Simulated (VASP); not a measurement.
```cif
data_Cr2
_chemical_formula_sum 'Cr2'
_space_group_name_H-M_alt 'P 1'
_space_group_IT_number 1
_cell_length_a 2.83922
_cell_length_b 2.83922
_cell_length_c 2.83922
_cell_angle_alpha 90.000
_cell_angle_beta 90.000
_cell_angle_gamma 90.000
loop_
_space_group_symop_operation_xyz
  'x, y, z'
loop_
_atom_site_label
_atom_site_type_symbol
_atom_site_fract_x
_atom_site_fract_y
_atom_site_fract_z
_atom_site_occupancy
Cr1 Cr 0.00000 0.00000 0.00000 1
Cr2 Cr 0.50000 0.50000 0.50000 1
```
Starting moments (μB, in the order of the record's atoms Cr Cr): 0.9 -0.9.

These are PBE GGA with D4 dispersion, VASP's PBE PAW potentials (set 64) (plane waves; VASP) values and carry that method's errors. Numerical set-up: 520 eV cut-off, 13×13×13 Γ-centred mesh, first-order Methfessel-Paxton smearing of 0.10 eV, potentials Cr_pv.

Task: Give the energy at these volumes per atom, relative to the lowest: 10.75, 11.09, 11.43, 11.77, 12.12 Å³.

Result: 31.2, 7.8, 0.0, 6.1, 23.0 meV/atom. A third-order Birch-Murnaghan fit gives B0 = 207 GPa and B0′ = 4.9.

Measured: a 2.877 Å at 0 K (computed value off by -1.3 %), as given by H. Levämäki et al., Physical Review B (2014), arXiv:1402.3671 [corrected for temperature and zero-point phonon effects].

The compound is Cr in the bcc, AFM order structure. It was relaxed first.
